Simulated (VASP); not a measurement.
Crystal: GeB2C2.

```
CELL_PARAMETERS angstrom
5.53152 0.00000 0.00000
0.00000 8.39278 0.00000
0.00000 0.00000 9.38424
ATOMIC_POSITIONS crystal
Ge 0.00000 0.00000 0.48545
Ge 0.00000 0.00000 0.98545
Ge 0.00000 0.50000 0.48545
Ge 0.00000 0.50000 0.98545
Ge 0.50000 0.00000 0.48545
Ge 0.50000 0.00000 0.98545
Ge 0.50000 0.50000 0.48545
Ge 0.50000 0.50000 0.98545
B 0.25000 0.25000 0.41785
B 0.25000 0.25000 0.91785
B 0.25000 0.75000 0.41785
B 0.25000 0.75000 0.91785
B 0.75000 0.25000 0.41785
B 0.75000 0.25000 0.91785
B 0.75000 0.75000 0.41785
B 0.75000 0.75000 0.91785
B 0.00000 0.25000 0.17095
B 0.00000 0.25000 0.67095
B 0.00000 0.75000 0.17095
B 0.00000 0.75000 0.67095
B 0.50000 0.25000 0.17095
B 0.50000 0.25000 0.67095
B 0.50000 0.75000 0.17095
B 0.50000 0.75000 0.67095
C 0.00000 0.25000 0.33785
C 0.00000 0.25000 0.83785
C 0.00000 0.75000 0.33785
C 0.00000 0.75000 0.83785
C 0.50000 0.25000 0.33785
C 0.50000 0.25000 0.83785
C 0.50000 0.75000 0.33785
C 0.50000 0.75000 0.83785
C 0.25000 0.25000 0.08779
C 0.25000 0.25000 0.58779
C 0.25000 0.75000 0.08779
C 0.25000 0.75000 0.58779
C 0.75000 0.25000 0.08779
C 0.75000 0.25000 0.58779
C 0.75000 0.75000 0.08779
C 0.75000 0.75000 0.58779
```

The cell was built by a generator and needn't be a form met in nature.

| Quantity | Value |
| --- | --- |
| Program | VASP 6.6.1 |
| Task | phonon dispersion |
| Functional | PBE |
| Potentials or basis | VASP PAW PBE potentials, release 64 (Ge_d, B, C) |
| Cutoff | 520 eV |
| k mesh | 4 × 3 × 3 |
| Occupations | gaussian, width 0.1 eV |
| Spin | no spin polarisation |
| Long-range dipole term | no |
| Supercell matrix | [2, 0, 0, 0, 2, 0, 0, 0, 2] |
| Further INCAR settings | LREAL = Auto; ALGO = Fast; EDIFF = 1e-07; IBRION = 6; POTIM = 0.015; NSW = 1 |

Task: Is this structure dynamically stable at this level, and how far does the spectrum reach?

Result: No: the interpolated spectrum has imaginary modes, down to 157i cm⁻¹ near Γ. The highest frequency is 1198 cm⁻¹.

Phonon frequencies at the corners of the path (cm⁻¹, interpolated; i marks imaginary ones):
| point | frequencies |
| --- | --- |
| Γ | 157i 0 0 0 65 117 387 451 518 687 976 978 987 1060 1141 |
| X | 120i 15i 158 190 348 542 559 631 650 759 790 998 1046 1060 1126 |
| S | 85i 50i 186 219 314 550 557 628 649 786 796 990 1047 1051 1125 |
| Y | 64 66 77 101 175 195 271 449 523 693 977 977 981 1067 1140 |
| Z | 105i 35 91 103 229 334 357 586 590 598 675 1050 1126 1131 1195 |
| U | 109i 34 184 286 366 440 474 520 537 941 959 967 1006 1026 1124 |
| R | 78i 49i 185 287 352 449 473 530 545 940 965 969 1007 1030 1125 |
| T | 147i 62 83 137 267 339 362 589 599 601 674 1068 1123 1127 1198 |

A q mesh this small can miss soft modes between its points.

Caveat: some modes are imaginary.
